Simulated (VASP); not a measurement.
An input for Quantum ESPRESSO's pw.x (written as the equivalent of a VASP run, and not itself run):

```
&CONTROL
  calculation = 'scf'
  pseudo_dir = './pseudo'
  outdir = './out'
  tprnfor = .true.
  tstress = .true.
/
&SYSTEM
  ibrav = 0
  nat = 2
  ntyp = 2
  ecutwfc = 82
  occupations = 'tetrahedra'
  input_dft = 'vdw-df2-b86r'
/
&ELECTRONS
  conv_thr = 7.3e-09
  electron_maxstep = 100
/
ATOMIC_SPECIES
  Ag 107.868 Ag.upf
  Cl 35.450 Cl.upf
CELL_PARAMETERS angstrom
     0.0000000    2.7618320    2.7618320
     2.7618320    0.0000000    2.7618320
     2.7618320    2.7618320    0.0000000
ATOMIC_POSITIONS crystal
  Ag   0.0000000  0.0000000  1.0000000
  Cl   0.5000000  0.5000000  0.5000000
K_POINTS automatic
  9 9 9 0 0 0
```

Problem. Write the VASP files for the same calculation (rev-vdW-DF2).

Solution. This is not unique; one that fits is 
**KPOINTS**
```
K-points
0
gamma
  9 9 9
```

### INCAR
```
# general
SYSTEM   = AgCl
PREC     = Accurate
ENCUT    = 520
LREAL    = F
LASPH    = T

# electronic loop
EDIFF    = 1E-7
NELM     = 100
ALGO     = Normal
LMAXMIX  = 4

# smearing
ISMEAR   = -5

# functional
GGA      = MK
LUSE_VDW = T
AGGAC    = 0.0
PARAM1   = 0.1234568
PARAM2   = 0.7114
ZAB_VDW  = -1.8867

# ions
ISIF     = 2

# output
LWAVE    = F
LCHARG   = T
LORBIT   = 11
NEDOS    = 601
```

File POSCAR:
```
AgCl
3.905820
  0.0000000000   0.7071068348   0.7071068348
  0.7071068348   0.0000000000   0.7071068348
  0.7071068348   0.7071068348   0.0000000000
Ag Cl
1 1
Cart
  0.7071068348   0.7071068348   0.0000000000
  0.7071068348   0.7071068348   0.7071068348
```

POTCAR, in this order: Ag Cl (PBE.64 set). Program: vasp_std.

What does not carry over: the potentials are each code's own (VASP's PAW set, PseudoDojo norm-conserving files in pw.x), so ENCUT and ecutwfc are chosen apart and not converted; conv_thr bounds pw.x's estimated SCF error, while EDIFF bounds the energy change between steps.

The compound is AgCl in the rock salt structure. It was relaxed first.
